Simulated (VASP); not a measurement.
# Relaxed cell of Al: a test of cutoff and mesh, part 2 of 2

Aim: test the relaxed volume of Al against cutoff and mesh. The starting structure is a measured crystal structure from the Crystallography Open Database. The first relaxation on each setting starts from this cell expanded by 3 % in volume.

VASP 6.6.1.

Results so far: reference 16.19 Å³ an atom; a cutoff of 240 eV 16.19 Å³ an atom; a 10×10×10 mesh 16.12 Å³ an atom.

**5. Relaxation with a cutoff of 600 eV**

Level of this step: PBEsol; plane waves and PAW (Al) (VASP).

Against step 2 the input has ENCUT = 600. This run starts from the cell of an earlier relaxation, which isn't shown; the restart sets up the plane waves anew.

Input file INCAR:

```
SYSTEM = Al
PREC = Accurate
ENCUT = 600
EDIFF = 1E-06
NELM = 100
ISMEAR = 1
SIGMA = 0.15
LREAL = .FALSE.
ALGO = Normal
GGA = PS
NBANDS = 7
LORBIT = 11
LWAVE = .FALSE.
LCHARG = .FALSE.
KPAR = 8
IBRION = 2
NSW = 50
ISIF = 3
EDIFFG = -0.006
```

Input file POSCAR:

```
Al
1.0
    0.0000000000      2.0080298676      2.0080298676
    2.0080298676      0.0000000000      2.0080298676
    2.0080298676      2.0080298676      0.0000000000
Al
1
Direct
    0.0000000000      0.0000000000      0.0000000000
```

Input file KPOINTS:

```
Automatic mesh
0
Gamma
18 18 18
0 0 0
```

The projector-augmented-wave data sets are Al (PBE family, release 64).

Run with:

```sh
$ mpirun -np 8 vasp_std
```

Log:

```text
[... set-up lines as in an earlier step ...]
 entering main loop
       N       E                     dE             d eps       ncg     rms          rms(c)
DAV:   1    -0.220142837559E+01   -0.22014E+01   -0.90698E+02  2737   0.264E+02
DAV:   2    -0.410725498651E+01   -0.19058E+01   -0.18329E+01  3598   0.242E+01
DAV:   3    -0.411836895328E+01   -0.11114E-01   -0.11102E-01  3857   0.215E+00
DAV:   4    -0.411839332524E+01   -0.24372E-04   -0.24371E-04  4011   0.874E-02
DAV:   5    -0.411839334897E+01   -0.23736E-07   -0.22956E-07  3892   0.200E-03    0.143E+00
DAV:   6    -0.410123521638E+01    0.17158E-01   -0.21087E-03  3549   0.220E-01    0.810E-01
DAV:   7    -0.408964941539E+01    0.11586E-01   -0.57763E-03  3479   0.352E-01    0.171E-01
DAV:   8    -0.408963425246E+01    0.15163E-04   -0.22645E-05  4193   0.370E-02    0.115E-02
DAV:   9    -0.408963348842E+01    0.76404E-06   -0.35399E-07  3759   0.306E-03
   1 F= -.40896335E+01 E0= -.40892613E+01  d E =-.408963E+01
[...]
reached required accuracy - stopping structural energy minimisation
```

Run time: 8 s. Hardware: 8 MPI ranks of AMD EPYC 7R43, shared host; peak memory 0.94 GiB.

OUTCAR, selected parts (step 5):

```text
  Total        0.0005221      0.0005221      0.0005221     -0.0000000     -0.0000000     -0.0000000
  in kB        0.0516606      0.0516606      0.0516606     -0.0000000     -0.0000000     -0.0000000
  external PRESSURE =       0.0516606 kB  Pullay stress =       0.0000000 kB

  FREE ENERGIE OF THE ION-ELECTRON SYSTEM (eV)
  ---------------------------------------------------
  free  energy   TOTEN  =        -4.0896334884 eV

  energy  without entropy=       -4.0885167792  energy(sigma->0) =       -4.08926125

[... 3 parts as in an earlier step ...]

[... 2 further parts left out ...]
[key lines of the parts left out:]
E-fermi :   8.1373
```

With a cutoff of 600 eV the cell ends at 16.193 Å³ an atom, +0.01 % from the reference; the bulk modulus is 80.8 GPa against 80.8 GPa.

**6. Relaxation with a 26×26×26 mesh**

Against step 2 the input has a 26×26×26 mesh. This run starts from the cell of an earlier relaxation, which isn't shown; the restart sets up the plane waves anew.

Edit INCAR of step 5 so:

```diff
@@ -2,3 +2,3 @@
 PREC = Accurate
-ENCUT = 600
+ENCUT = 450
 EDIFF = 1E-06
```

Input file POSCAR:

```
Al
1.0
    0.0000000000      2.0079200265      2.0079200265
    2.0079200265      0.0000000000      2.0079200265
    2.0079200265      2.0079200265      0.0000000000
Al
1
Direct
    0.0000000000      0.0000000000      0.0000000000
```

Input file KPOINTS:

```
Automatic mesh
0
Gamma
26 26 26
0 0 0
```

Run with:

```sh
$ mpirun -np 8 vasp_std
```

Log:

```text
[... set-up lines as in an earlier step ...]
 entering main loop
       N       E                     dE             d eps       ncg     rms          rms(c)
DAV:   1    -0.279698780733E+01   -0.27970E+01   -0.79317E+02  7385   0.202E+02
DAV:   2    -0.411372982246E+01   -0.13167E+01   -0.12724E+01  9646   0.199E+01
DAV:   3    -0.412210094377E+01   -0.83711E-02   -0.83657E-02  9688   0.174E+00
DAV:   4    -0.412212106537E+01   -0.20122E-04   -0.20121E-04 11109   0.695E-02
DAV:   5    -0.412212109034E+01   -0.24965E-07   -0.26010E-07  9709   0.158E-03    0.143E+00
DAV:   6    -0.410496905364E+01    0.17152E-01   -0.21039E-03  9527   0.218E-01    0.811E-01
DAV:   7    -0.409337337449E+01    0.11596E-01   -0.57744E-03  8967   0.348E-01    0.171E-01
DAV:   8    -0.409335821103E+01    0.15163E-04   -0.22507E-05 10920   0.360E-02    0.110E-02
DAV:   9    -0.409335749464E+01    0.71639E-06   -0.34162E-07  9723   0.296E-03
   1 F= -.40933575E+01 E0= -.40933034E+01  d E =-.409336E+01
[...]
reached required accuracy - stopping structural energy minimisation
```

Elapsed: 12 s, on 8 MPI ranks; peak memory 0.93 GiB; 85 s of CPU time.

Parts of OUTCAR (step 6):

```text
  Total        0.0004174      0.0004174      0.0004174      0.0000000      0.0000000     -0.0000000
  in kB        0.0413073      0.0413073      0.0413073      0.0000000      0.0000000     -0.0000000
  external PRESSURE =       0.0413073 kB  Pullay stress =       0.0000000 kB

 POSITION                                       TOTAL-FORCE (eV/Angst)
 -----------------------------------------------------------------------------------
      0.00000      0.00000      0.00000         0.000000     -0.000000      0.000000
 -----------------------------------------------------------------------------------
    total drift:                                0.000000     -0.000000     -0.000000

  FREE ENERGIE OF THE ION-ELECTRON SYSTEM (eV)
  ---------------------------------------------------
  free  energy   TOTEN  =        -4.0933574946 eV

  energy  without entropy=       -4.0931950899  energy(sigma->0) =       -4.09330336

[... 1 part as in an earlier step ...]

[... 3 further parts left out ...]
[key lines of the parts left out:]
E-fermi :   8.1586
```

With a 26×26×26 mesh the cell ends at 16.191 Å³ an atom, -0.01 % from the reference; the bulk modulus is 82.5 GPa against 80.8 GPa.

**7. Comparison**

```
               run  volume (Å³/atom)  change (%)  bulk modulus (GPa)  pressure left (GPa)  core minutes
         reference            16.192           -                80.8                  0.0          2.11
a cutoff of 240 eV            16.195        0.02                80.8                 0.03          1.17
   a 10×10×10 mesh            16.125       -0.42                75.9                 0.02         0.827
a cutoff of 600 eV            16.193        0.01                80.8                 0.01          3.04
   a 26×26×26 mesh            16.191       -0.01                82.5                  0.0          4.48
```

Core minutes are wall time times ranks, summed over the relaxations behind a row (those for a bulk modulus apart), on shared hosts.

**8. Summary of results**

| Item | Value |
| --- | --- |
| volume of the reference | 16.19 Å³/atom |
| volume against the reference, a cutoff of 240 eV | +0.02 % |
| volume against the reference, a 10×10×10 mesh | -0.42 % |
| volume against the reference, a cutoff of 600 eV | +0.01 % |
| volume against the reference, a 26×26×26 mesh | -0.01 % |

**Reading.** The volume moves most with a 10×10×10 mesh: -0.42 % against the reference (450 eV, 18×18×18 mesh). On finer settings it changes by +0.01 % with a cutoff of 600 eV and -0.01 % with a 26×26×26 mesh. The relaxations stop with up to 0.03 GPa left, which at the bulk modulus found here is 0.03 % of the volume. The bulk modulus is more sensitive: it changes by -6.0 % with a 10×10×10 mesh. Further runs on this material are not shown.

[Lines on the potential files, build, host, timing and source positions are cut from VASP's logs without a mark.]

[Logs are printed without paths, hosts, clocks, repeated set-up lines and the standing remarks that a program may print on its own settings, such as how far it seeks lower states.]

[Hosts, paths, dates, database ids (printed as entryN), source tags and the programs' standing remarks are cut or masked in the printed files.]
